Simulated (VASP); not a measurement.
Method: r2SCAN meta-GGA, VASP's PBE PAW potentials (set 64) (plane waves; VASP 6.6.1).

VASP ran on this input.

**POSCAR**
```
Te
1
   -0.0000000000     3.5686288088     3.5686288088
    3.5686288088    -0.0000000000     3.5686288088
    3.5686288088     3.5686288088     0.0000000000
Te
2
Direct
  0.7500000000   0.7500000000   0.7500000000
  0.5000000000   0.5000000000   0.5000000000
```

INCAR:
```
SYSTEM = Te
PREC = Accurate
ENCUT = 400
EDIFF = 1E-6
NELM = 100
ALGO = Normal
LREAL = .FALSE.
LASPH = .TRUE.
ISMEAR = 1
SIGMA = 0.1
METAGGA = R2SCAN
LMIXTAU = .TRUE.
LMAXMIX = 4
LWAVE = .FALSE.
LCHARG = .FALSE.
IBRION = 2
ISIF = 3
NSW = 60
EDIFFG = -0.01
```

KPOINTS:
```
Automatic
0
gamma
 8 8 8
```

POTCAR, in this order: Te (PBE.64 set). Program: vasp_std.

Output

### OSZICAR
```
       N       E                     dE             d eps       ncg     rms          rms(c)
DAV:   1     0.756172455394E+00    0.75617E+00   -0.39474E+03   580   0.775E+02
DAV:   2    -0.495349545034E+02   -0.50291E+02   -0.49119E+02   900   0.122E+02
DAV:   3    -0.519791929201E+02   -0.24442E+01   -0.24032E+01   674   0.330E+01
DAV:   4    -0.520149431028E+02   -0.35750E-01   -0.35703E-01   684   0.507E+00
DAV:   5    -0.520157274880E+02   -0.78439E-03   -0.78437E-03   646   0.753E-01    0.857E+00
DAV:   6    -0.497204052529E+02    0.22953E+01   -0.23034E-01   580   0.416E+00    0.681E+00
DAV:   7    -0.493875355023E+02    0.33287E+00   -0.50442E-01   580   0.550E+00    0.673E+00
DAV:   8    -0.496889626548E+02   -0.30143E+00   -0.47394E-01   580   0.548E+00    0.122E+00
DAV:   9    -0.497561035121E+02   -0.67141E-01   -0.26468E-02   584   0.163E+00    0.143E-01
DAV:  10    -0.497585924827E+02   -0.24890E-02   -0.93376E-04   604   0.309E-01    0.176E-01
DAV:  11    -0.497571884785E+02    0.14040E-02   -0.50785E-04   586   0.174E-01    0.256E-01
DAV:  12    -0.497578393435E+02   -0.65086E-03   -0.10800E-03   580   0.331E-01    0.803E-02
DAV:  13    -0.497587076420E+02   -0.86830E-03   -0.10745E-04   580   0.120E-01    0.774E-02
DAV:  14    -0.497587284547E+02   -0.20813E-04   -0.10388E-06   530   0.856E-03    0.823E-02
DAV:  15    -0.497587525964E+02   -0.24142E-04   -0.30687E-07   300   0.448E-03    0.853E-02
DAV:  16    -0.497591919557E+02   -0.43936E-03   -0.19238E-04   580   0.133E-01    0.206E-02
DAV:  17    -0.497592113930E+02   -0.19437E-04   -0.18125E-05   588   0.431E-02    0.102E-02
DAV:  18    -0.497592098493E+02    0.15436E-05   -0.25897E-06   564   0.175E-02    0.359E-03
DAV:  19    -0.497592161810E+02   -0.63317E-05   -0.19184E-06   556   0.141E-02    0.345E-03
DAV:  20    -0.497592171844E+02   -0.10034E-05   -0.30300E-07   348   0.626E-03    0.199E-03
DAV:  21    -0.497592173582E+02   -0.17380E-06   -0.60584E-08   290   0.229E-03
   1 F= -.49759217E+02 E0= -.49759361E+02  d E =-.497592E+02
       N       E                     dE             d eps       ncg     rms          rms(c)
DAV:   1    -0.497593738116E+02   -0.15663E-03   -0.40694E-03   602   0.344E-01    0.603E-02
DAV:   2    -0.497593011020E+02    0.72710E-04   -0.14387E-04   588   0.874E-02    0.336E-02
DAV:   3    -0.497592567514E+02    0.44351E-04   -0.97300E-05   604   0.587E-02    0.397E-02
DAV:   4    -0.497592578514E+02   -0.11000E-05   -0.21805E-06   500   0.125E-02    0.364E-02
DAV:   5    -0.497592566169E+02    0.12345E-05   -0.63628E-07   348   0.883E-03    0.223E-02
DAV:   6    -0.497592555184E+02    0.10985E-05   -0.10492E-06   348   0.118E-02    0.245E-03
DAV:   7    -0.497592557869E+02   -0.26849E-06   -0.37351E-07   346   0.675E-03
   2 F= -.49759256E+02 E0= -.49759394E+02  d E =-.384287E-04
```

**OUTCAR**
```
------------------------ aborting loop because EDIFF is reached ----------------------------------------
  FORCE on cell =-STRESS in cart. coord.  units (eV):
  Direction    XX          YY          ZZ          XY          YZ          ZX
  --------------------------------------------------------------------------------------
  Total       -0.0052386     -0.0052386     -0.0052386     -0.0000000     -0.0000000      0.0000000
  in kB       -0.0920967     -0.0920967     -0.0920967     -0.0000000     -0.0000000      0.0000000
  external PRESSURE =      -0.0920967 kB  Pullay stress =       0.0000000 kB
  volume of cell :       91.13
      direct lattice vectors                 reciprocal lattice vectors
     0.000000000  3.571769043  3.571769043    -0.139986655  0.139986655  0.139986655
     3.571769043 -0.000000000  3.571769043     0.139986655 -0.139986655  0.139986655
     3.571769043  3.571769043 -0.000000000     0.139986655  0.139986655 -0.139986655
 POSITION                                       TOTAL-FORCE (eV/Angst)
 -----------------------------------------------------------------------------------
      5.35765      5.35765      5.35765         0.000000      0.000000      0.000000
      3.57177      3.57177      3.57177        -0.000000     -0.000000     -0.000000
 -----------------------------------------------------------------------------------
    total drift:                                0.000000      0.000000      0.000000
  FREE ENERGIE OF THE ION-ELECTRON SYSTEM (eV)
  ---------------------------------------------------
  free  energy   TOTEN  =       -49.7592557869 eV

  energy  without entropy=      -49.7596702343  energy(sigma->0) =      -49.75939394

 reached required accuracy - stopping structural energy minimisation
```
(Selected blocks of OUTCAR.)

CONTCAR:
```
Te
   1.00000000000000
     0.0000000000000000    3.5717690426678170    3.5717690426678170
     3.5717690426678170   -0.0000000000000000    3.5717690426678170
     3.5717690426678170    3.5717690426678170   -0.0000000000000000
  Te
     2
Direct
     0.7500000000000000    0.7500000000000000    0.7500000000000000
     0.5000000000000000    0.5000000000000000    0.5000000000000000
```

The structure was generated: Te was put into the diamond type (Fd-3m), which need not be its known phase. This run relaxes it. Symmetry was kept, so distortions that lower it aren't found. The start is the result of an earlier pass.
